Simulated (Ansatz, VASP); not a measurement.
# Cross-check of ZnH106SO57 between VASP and Ansatz

One calculation is typed for both programs; each brings its own data sets. How far apart do they land? The cell is taken from a series of runs on this material, whose earlier steps may have relaxed, scaled, displaced or heated it; both programs get it as it stands.

Program: Ansatz 0.2.0. Level of theory: plane waves, with VASP 6.6.1 beside it; single point at LDA. Results are calculated unless marked as measured.

### 1. The structure

The cell holds 165 atoms: 57 O, 1 S, 106 H and 1 Zn. Its edges and angles: a = 11.664 Å, b = 11.664 Å, c = 11.664 Å, α = 90.0°, β = 90.0°, γ = 90.0°.

### 2. VASP: single point, LDA

With cell and atoms fixed, the geometry can't cause a difference; cores, projectors, grids and the points listed under the comparison can.

Lines of VASP's logs that name or quote its potential files are left out, and so is its time.

Input file INCAR:

```
SYSTEM = ZnH106SO57
PREC = Accurate
ENCUT = 600
EDIFF = 1E-06
NELM = 120
ISMEAR = 0
SIGMA = 0.05
LREAL = Auto
ALGO = Normal
GGA = PW92
NBANDS = 348
LORBIT = 11
LWAVE = .FALSE.
LCHARG = .FALSE.
ISIF = 2
LASPH = .TRUE.
GGA_COMPAT = .FALSE.
EFERMI = MIDGAP
```

Input file POSCAR:

```
ZnH106SO57
1.0
   11.6641600000      0.0000000000      0.0000000000
    0.0000000000     11.6641600000      0.0000000000
    0.0000000000      0.0000000000     11.6641600000
O S H Zn
57 1 106 1
Direct
    0.0192800000      0.3478200000      0.3269200000
    0.9326900000      0.4164100000      0.5039700000
    0.1236000000      0.3590000000      0.4947300000
    0.0108500000      0.2244600000      0.4827200000
    0.8062400000      0.8021800000      0.7609300000
    0.9958800000      0.1475600000      0.2474900000
    0.1411600000      0.0568500000      0.5944800000
    0.9270500000      0.3983600000      0.7451200000
    0.8811700000      0.5794100000      0.8595500000
    0.1837500000      0.1979800000      0.9141200000
    0.8112100000      0.1857000000      0.7690500000
    0.4689400000      0.0742300000      0.1583400000
    0.2207600000      0.6404400000      0.6576500000
    0.4807400000      0.0491600000      0.7248500000
    0.7632800000      0.6060500000      0.0965400000
    0.5694200000      0.2655800000      0.2487600000
    0.3458200000      0.9431000000      0.9827800000
    0.0550700000      0.5026600000      0.9846300000
    0.3872300000      0.7329000000      0.2887600000
    0.7737500000      0.2657000000      0.0642700000
    0.2701300000      0.4996500000      0.8555500000
    0.6265100000      0.6567400000      0.8851700000
    0.5008300000      0.4962700000      0.7942100000
    0.2332400000      0.3735100000      0.2217900000
    0.1032100000      0.2522000000      0.6972900000
    0.8754100000      0.0659000000      0.5536600000
    0.5939400000      0.8878300000      0.8369700000
    0.5922200000      0.2856000000      0.7022100000
    0.6448000000      0.0265100000      0.4346600000
    0.6299200000      0.5267000000      0.3548500000
[... 129 atom lines left out ...]
    0.8909400000      0.0665800000      0.8816100000
    0.4213700000      0.3436200000      0.0343400000
    0.2885200000      0.3548500000      0.0770500000
    0.5688400000      0.4108400000      0.9080600000
    0.6411400000      0.3343800000      0.0004000000
    0.1503200000      0.2117800000      0.5489700000
```

Input file KPOINTS:

```
Automatic mesh
0
Gamma
1 1 1
0 0 0
```

PAW data sets: O, S, H and Zn (LDA family, release 64).

Command:

```bash
export OMP_NUM_THREADS=3
mpirun -np 1 vasp_gam
```

Numbers of over 12 decimals in the logs are rounded to 6 here.

The log of the run:

```text
[banner, memory and clock lines left out]
running    1 mpi-ranks, on    1 nodes
[...]
Offloading initialized ...    1 GPUs detected
[...]
|                                                                             |
|               ----> ADVICE to this user running VASP <----                  |
|                                                                             |
|     You enforced a specific xc type in the INCAR file but a different       |
|     [... a line on the potential file left out ...]
|     I HOPE YOU KNOW WHAT YOU ARE DOING!                                     |
|                                                                             |

 LDA part: xc-table for (Slater(with rela. corr.)+PW92), standard interpolation
 POSCAR, INCAR and KPOINTS ok, starting setup
[...]
entering main loop
       N       E                     dE             d eps       ncg     rms          rms(c)
DAV:   1     0.429167391531E+04    0.42917E+04   -0.27229E+05   696   0.143E+03
DAV:   2    -0.431626038975E+03   -0.47233E+04   -0.44686E+04   856   0.340E+02
DAV:   3    -0.936671812570E+03   -0.50505E+03   -0.49983E+03   844   0.121E+02
DAV:   4    -0.948914113821E+03   -0.12242E+02   -0.12195E+02   840   0.219E+01
[...]
DAV:  17    -0.859917735887E+03    0.61754E-05   -0.27780E-05   944   0.178E-02    0.151E-02
DAV:  18    -0.859917734276E+03    0.16113E-05   -0.22365E-05   984   0.198E-02    0.585E-03
DAV:  19    -0.859917735263E+03   -0.98737E-06   -0.85245E-06   840   0.845E-03
   1 F= -.85991774E+03 E0= -.85991774E+03  d E =0.000000E+00
```

OUTCAR, selected parts (step 2):

```text
  FREE ENERGIE OF THE ION-ELECTRON SYSTEM (eV)
  ---------------------------------------------------
  free  energy   TOTEN  =      -859.9177352629 eV

  energy  without entropy=     -859.9177352629  energy(sigma->0) =     -859.91773526
```

The run ends at a pressure of -1.77 GPa, with forces up to 8.2 eV/Å.

### 3. Ansatz: single point, LDA

Ansatz runs on its default PAW (the set named soft_2) files.

The same cell, functional (in two slightly different forms), mesh and smearing now go to Ansatz, which takes its cutoff from its data sets.

Input file input.yaml:

```yaml
crystal:
  lattice:
    - [11.66416, 0.0, 0.0]
    - [0.0, 11.66416, 0.0]
    - [0.0, 0.0, 11.66416]
  atoms:
    - { symbol: O, position: [0.01928, 0.34782, 0.32692] }
    - { symbol: S, position: [0.01529, 0.34134, 0.44743] }
    - { symbol: O, position: [0.93269, 0.41641, 0.50397] }
    - { symbol: O, position: [0.1236, 0.359, 0.49473] }
    - { symbol: O, position: [0.01085, 0.22446, 0.48272] }
    - { symbol: O, position: [0.80624, 0.80218, 0.76093] }
    - { symbol: H, position: [0.80889, 0.79913, 0.67529] }
    - { symbol: H, position: [0.73927, 0.8496, 0.78578] }
    - { symbol: O, position: [0.99588, 0.14756, 0.24749] }
    - { symbol: H, position: [0.02163, 0.22282, 0.27949] }
    - { symbol: H, position: [0.01803, 0.14257, 0.16482] }
    - { symbol: O, position: [0.14116, 0.05685, 0.59448] }
    - { symbol: H, position: [0.19085, 0.03422, 0.66058] }
    - { symbol: H, position: [0.10158, 0.98744, 0.56341] }
    - { symbol: O, position: [0.92705, 0.39836, 0.74512] }
    - { symbol: H, position: [0.926, 0.46718, 0.79624] }
    - { symbol: H, position: [0.90475, 0.42146, 0.66563] }
    - { symbol: O, position: [0.88117, 0.57941, 0.85955] }
    - { symbol: H, position: [0.83839, 0.58663, 0.9335] }
    - { symbol: H, position: [0.86952, 0.65029, 0.81276] }
    - { symbol: O, position: [0.18375, 0.19798, 0.91412] }
    - { symbol: H, position: [0.17449, 0.13416, 0.97062] }
    - { symbol: H, position: [0.25761, 0.23887, 0.92906] }
    - { symbol: O, position: [0.81121, 0.1857, 0.76905] }
    - { symbol: H, position: [0.85771, 0.25769, 0.77153] }
    - { symbol: H, position: [0.73027, 0.20466, 0.7481] }
    - { symbol: O, position: [0.46894, 0.07423, 0.15834] }
    - { symbol: H, position: [0.47134, 0.15871, 0.17278] }
    - { symbol: H, position: [0.54647, 0.04726, 0.1336] }
    - { symbol: O, position: [0.22076, 0.64044, 0.65765] }
[... 129 atom lines left out ...]
    - { symbol: H, position: [0.42137, 0.34362, 0.03434] }
    - { symbol: H, position: [0.28852, 0.35485, 0.07705] }
    - { symbol: O, position: [0.57875, 0.39246, 0.99121] }
    - { symbol: H, position: [0.56884, 0.41084, 0.90806] }
    - { symbol: H, position: [0.64114, 0.33438, 0.0004] }
    - { symbol: Zn, position: [0.15032, 0.21178, 0.54897] }
kpoints:
  mp_grid: { grid: [1, 1, 1] }
hamiltonian:
  xc: lda
scf:
  occupations: { method: gaussian, width: 0.05 }
output:
  forces: true
  stress: true
  populations: true
  dos:
    method: { smearing: { sigma: 0.1 } }
    de: 0.1
    projected: { site_lists: { H: [H], O: [O], S: [S], Zn: [Zn] } }
  eigenvalues: true
  write_density: true
  write_potential: true
  volumetric_format: npy
```

Command:

```bash
ansatz run input.yaml --threads 8 --pin off --max-ram 15872MiB --backend cpu --events-out ev --progress --plain --runs-dir out
```

The log of the run:

```text
Engine: ansatz 0.2.0, aarch64-unknown-linux-gnu
Pseudopotentials: kind: paw
Pseudopotential: O, paw, valence charge 6, recommended cutoff 420 eV (normal), O.paw.azcp
Pseudopotential: S, paw, valence charge 6, recommended cutoff 420 eV (normal), S.paw.azcp
Pseudopotential: H, paw, valence charge 1, recommended cutoff 420 eV (normal), H.paw.azcp
Pseudopotential: Zn, paw, valence charge 12, recommended cutoff 420 eV (normal), Zn.paw.azcp
Functional definition: SPW92
  exchange = slater_x
  correlation = pw_c
Crystal: 165 atoms, lattice volume = 1586.940 Å³
Basis set: ecut = 420 eV, 31103 PW (Γ)
Bands: 398, of which v1, the nominal top of the filled ones, is band 233 counted from 1 (232 counted from 0)
Symmetry: 1 space group operations
Space group: P1 (ITA 1), of the structure as read, at distance tolerance 1.2e-4 Å
k-points: 1
Non-local potential: O, projectors of the file, l = 0: 2, l = 1: 2, l = 2: 1
Non-local potential: S, projectors of the file, l = 0: 2, l = 1: 2, l = 2: 2
Non-local potential: H, projectors of the file, l = 0: 2, l = 1: 1
Non-local potential: Zn, projectors of the file, l = 0: 2, l = 1: 2, l = 2: 3, l = 3: 1
PAW form: soft (Blöchl's): semilocal exchange-correlation on the pseudo side does not see the compensation charge
PAW frozen core: O, regenerated for the run's functional, and the local potential with it (the file was generated under x = pbe(κ = 0.804, μ = 0.219515), c = pbe(β = 0.066725))
PAW frozen core: S, regenerated for the run's functional, and the local potential with it (the file was generated under x = pbe(κ = 0.804, μ = 0.219515), c = pbe(β = 0.066725))
PAW frozen core: Zn, regenerated for the run's functional, and the local potential with it (the file was generated under x = pbe(κ = 0.804, μ = 0.219515), c = pbe(β = 0.066725))
PAW one-centre angular grid: O, 110 points (default); XC on 64 Gauss nodes
PAW one-centre angular grid: S, 110 points (default); XC on 64 Gauss nodes
PAW one-centre angular grid: H, 110 points (default); XC on 64 Gauss nodes
PAW one-centre angular grid: Zn, 590 points (default); XC on 64 Gauss nodes
Initial density: superposition of atomic densities (neutral atoms: chi_scale 0, normalization atom), corrected by the library's trained network
Initial wavefunctions: pseudopotential atomic-orbital guess
Functional: x = slater, c = lda
SCF iter   1: F=—  HF=-37435.502608 eV  |F-HF|=—  |Δ(HF+E_count)|=         —  Δρ=8.52e-3  dr2=8.40e-1  ethr=1.77e-3  ⟨swp⟩=6.0  Hψ=1873  notcnv=0  defer=79
preconditioner: auto → Resta (q_TF=auto, 2.224 Å⁻¹)  ε∞=2.3  [insulator: Δε(μ)=3.301 eV  Ē_g=17.334 eV  σ=0.050 eV  W_gap=1.00  n_scr=304 (ndim 8)  ℏωp=20.1 eV  f_vac=0.256  D(μ)=0.00/eV (n_scr^D=0)  ε∞_Penn≈2.3]
SCF iter   2: F=—  HF=-37435.251789 eV  |F-HF|=—  |Δ(HF+E_count)|=   2.51e-1  Δρ=4.10e-3  dr2=1.54e-1  ethr=1.80e-4  ⟨swp⟩=3.0  Hψ=698  notcnv=0  defer=158
SCF iter   3: F=—  HF=-37435.204487 eV  |F-HF|=—  |Δ(HF+E_count)|=   4.73e-2  Δρ=1.43e-3  dr2=3.47e-2  ethr=3.31e-5  ⟨swp⟩=2.0  Hψ=463  notcnv=0  defer=158
SCF iter   4: F=—  HF=-37435.194938 eV  |F-HF|=—  |Δ(HF+E_count)|=   9.55e-3  Δρ=3.31e-4  dr2=1.75e-3  ethr=7.46e-6  ⟨swp⟩=2.0  Hψ=459  notcnv=0  defer=158
SCF iter   5: F=—  HF=-37435.195039 eV  |F-HF|=—  |Δ(HF+E_count)|=   1.01e-4  Δρ=1.71e-4  dr2=4.50e-4  ethr=3.76e-7  ⟨swp⟩=2.0  Hψ=473  notcnv=0  defer=158
SCF iter   6: F=—  HF=-37435.195115 eV  |F-HF|=—  |Δ(HF+E_count)|=   7.59e-5  Δρ=7.88e-5  dr2=8.20e-5  ethr=9.65e-8  ⟨swp⟩=2.0  Hψ=473  notcnv=0  defer=158
SCF iter   7: F=—  HF=-37435.195108 eV  |F-HF|=—  |Δ(HF+E_count)|=   6.99e-6  Δρ=2.04e-5  dr2=6.31e-6  ethr=1.76e-8  ⟨swp⟩=2.0  Hψ=629  notcnv=0  defer=158
SCF iter   8: F=—  HF=-37435.195112 eV  |F-HF|=—  |Δ(HF+E_count)|=   3.84e-6  Δρ=1.28e-5  dr2=2.08e-6  ethr=1.35e-9  ⟨swp⟩=3.0  Hψ=509  notcnv=0  defer=158
SCF iter   9: F=—  HF=-37435.195112 eV  |F-HF|=—  |Δ(HF+E_count)|=   9.91e-8  Δρ=3.37e-6  dr2=1.86e-7  ethr=4.47e-10  ⟨swp⟩=2.0  Hψ=473  notcnv=0  defer=158
SCF iter  10: F=-37435.195112 eV  HF=-37435.195112 eV  |F-HF|=2.26e-9  |Δ(HF+E_count)|=   1.40e-7  Δρ=1.88e-6  dr2=5.38e-8  ethr=2.15e-11  ⟨swp⟩=21.0  Hψ=3674  notcnv=0
SCF 1 converged in 10 iterations: F = -37435.195112 eV  dr2 = 5.38e-8
  greatest PAW one-centre occupation: 0.994 electrons in one spin orbital (limit 2), on the Zn atom at site 164 (counted from 0), in its partial waves of l = 2
SCF converged after 10 iterations
Free energy (F): -37435.195112 eV
Harris-Foulkes:  -37435.195112 eV  (|F-HF|=2.26e-9)
Internal energy: -37435.195112 eV  (E = F + TS)
E sigma→0 (E₀):  -37435.195112 eV
Fermi energy:    0.171093 eV
--- Per-component energies (eV) ---
  E_band       = -4346.578805
  E_kinetic    = 11580.042262
  E_local      = -42523.648270  (includes V_loc(G=0)·N_el)
  E_nonlocal   = 3690.933048
  E_hartree    = 16049.949173
  E_xc         = -5215.718776
[...]
atom 150  O     -0.44660839    -0.50315478     0.38915128
  atom 151  H      0.12792578     0.57130401    -0.94994774
  atom 152  H      0.07259823     0.07752022     0.47383228
  atom 153  O     -0.08323223    -0.45782583    -0.07609714
  atom 154  H      0.07678878    -0.26988739     0.25707870
  atom 155  H      0.11549051     0.65836468    -0.20116698
  atom 156  O     -0.17878745     0.07949564     0.06722186
  atom 157  H      0.51949627     0.81592487     0.17687710
  atom 158  H     -0.51583436    -0.65415492    -0.14354336
  atom 159  O      0.09309451     0.26103717    -0.01929642
  atom 160  H     -0.28085453     0.09909267    -0.34908578
  atom 161  H      0.40676358    -0.06658401     0.35156767
  atom 162  O      0.13855600    -0.33969870    -0.07215372
  atom 163  H     -0.16528560     0.06816945     0.59519838
  atom 164  H     -0.02097890     0.35525298     0.01202996
  atom 165  Zn     3.42714585    -2.34751941     1.55285073
  max |Σ_I F_I| component: 1.29e-4 eV/Å
--- Stress (GPa, compression-positive) ---
       -1.824875       0.167517       0.386022
        0.167517      -0.936724      -0.197933
        0.386022      -0.197933      -2.305425
  P = ⅓ Tr σ = -1.6890 GPa (-16.890 kbar)
--- Band table (eV) ---
  k-point 0: bands = [... 229 lower, -2.0667, -1.9947, -1.8967, -1.4973, 1.8395, 2.9798, 3.3175, 3.3269, ... 161 higher]
--- Löwdin populations: 165 sites ---
  site symbol       q [e]
     0      O      6.7194
     1      S      3.4145
     2      O      6.7123
     3      O      6.8333
     4      O      6.8408
     5      O      6.6995
     6      H      0.5958
     7      H      0.6186
     8      O      6.6517
     9      H      0.6267
    10      H      0.5960
    11      O      6.7661
    12      H      0.6161
    13      H      0.6148
    14      O      6.6783
    15      H      0.6168
    16      H      0.6241
    17      O      6.6403
    18      H      0.6074
    19      H      0.5992
    20      O      6.6848
    21      H      0.6163
    22      H      0.6049
    23      O      6.7140
[...]
157      H      0.5929
   158      O      6.6752
   159      H      0.6044
   160      H      0.6068
   161      O      6.7240
   162      H      0.6319
   163      H      0.6188
   164     Zn     10.4395
  spilling = 0.011101 (of n_electrons = 466.000000)
```

Reading the cycles: dr2 is the Hartree energy of the density residual (eV), the measure of convergence; HF is the Harris–Foulkes estimate of the energy, which meets the free energy F at convergence.

### 4. Differences

Known differences besides the potentials themselves: the two LDA forms differ slightly; the cutoff is 420 eV in Ansatz and 600 eV in VASP (PREC = Accurate, projectors in real space); VASP's log shows a relativistic correction to its local exchange, Ansatz's none. Total energies have different zeros and are not compared.

Compared:

```
              quantity  Ansatz   VASP  difference
        pressure (GPa)   -1.69  -1.77       +0.08
gap on the k mesh (eV)   3.337  3.300      +0.036
```

Forces on 7 of the 165 atoms, those with the largest forces and the largest differences (eV/Å; atoms numbered as in POSCAR):

```csv
atom,"Ansatz x, y, z","VASP x, y, z"
O1,"-0.741, 1.105, -4.175","-0.770, 1.073, -3.540"
O3,"6.192, 6.044, 1.024","5.459, 6.046, 0.650"
O4,"-6.048, -4.415, -0.956","-6.179, -3.844, -1.190"
O25,"-1.044, 1.004, 1.773","-1.041, 1.007, 1.782"
O39,"0.979, 0.189, -1.593","0.958, 0.218, -1.571"
S58,"-2.042, 0.650, 1.670","-1.609, 0.497, 1.651"
Zn165,"3.427, -2.348, 1.553","3.608, -2.468, 1.633"
```

The forces differ by 92 meV/Å r.m.s., which is 12.8 % of the r.m.s. force of 0.721 eV/Å (both taken over all components). A gap on the mesh is an upper bound, since the band edges may lie between its points.

### 5. Summary of results

| Item | Value |
| --- | --- |
| r.m.s. force difference (single point, LDA) | 13 % of the r.m.s. force |

**Reading.** The r.m.s. force difference is 13 % of the r.m.s. force (single point, LDA), beyond the 3 % picked in this series as the mark of a large difference. What causes the difference of the single point, LDA pair stays open here. How closely two codes agree says nothing of how well the functional describes the real material.

[Lines on the potential files, build, host, timing and source positions are cut from VASP's logs without a mark.]

[Logs are printed without paths, hosts, clocks, repeated set-up lines and the standing remarks that a program may print on its own settings, such as how far it seeks lower states.]

[Hosts, paths, dates, database ids (printed as entryN), source tags and the programs' standing remarks are cut or masked in the printed files.]
